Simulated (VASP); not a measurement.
Energy against volume of BP (zinc blende). Computed with LDA (Ceperley-Alder, Perdew-Zunger), VASP's LDA PAW potentials (set 64) (plane waves; VASP 6.6.1). Settings: 520 eV cut-off, 10×10×10 Γ-centred mesh, Gaussian smearing of 0.050 eV, potentials B P.

| V (Å³/atom) | E (eV/atom) |
|---|---|
| 10.973 | -7.19372 |
| 11.312 | -7.19969 |
| 11.652 | -7.19451 |
| 11.991 | -7.17964 |

Problem. Fit these four points and predict the energy of the run at 10.634 Å³/atom.

Solution. A cubic in V^(−2/3), the third-order Birch-Murnaghan form, passes through the four points with V0 = 11.32 Å³/atom and B0 = 175 GPa, and gives -7.1750 eV/atom there. The run gave -7.1749 eV/atom, +0.1 meV/atom from the fit; all five points give B0 = 175 GPa.

The compound is BP in the zinc blende structure. It was relaxed first.
